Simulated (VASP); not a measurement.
Data:

```
CELL_PARAMETERS angstrom
     -1.57884     1.57884     1.57884
      1.57884    -1.57884     1.57884
      1.57884     1.57884    -1.57884
ATOMIC_POSITIONS crystal
  W  0.00000 0.00000 0.00000
```

Level of theory: MS2 meta-GGA, VASP's PBE PAW potentials (set 64) (plane waves; VASP). Settings: 520 eV cut-off, 18×18×18 Γ-centred mesh, tetrahedra with Blöchl corrections, potentials W_sv.

Question: Give the energies of bands 5 to 10 at the high-symmetry points, in eV from the Fermi level.

Answer: 
```tsv
band	Γ	H	N	P
5	-9.82	-6.00	-6.45	-3.06
6	-1.30	-6.00	-3.69	-3.06
7	-1.30	5.26	0.64	-3.06
8	-1.30	5.26	2.15	3.34
9	2.27	5.26	3.17	3.34
10	2.27	8.36	6.27	6.60
```

It has no gap at this level: it comes out as a metal or semimetal.

The compound is W in the bcc structure. It was relaxed first.
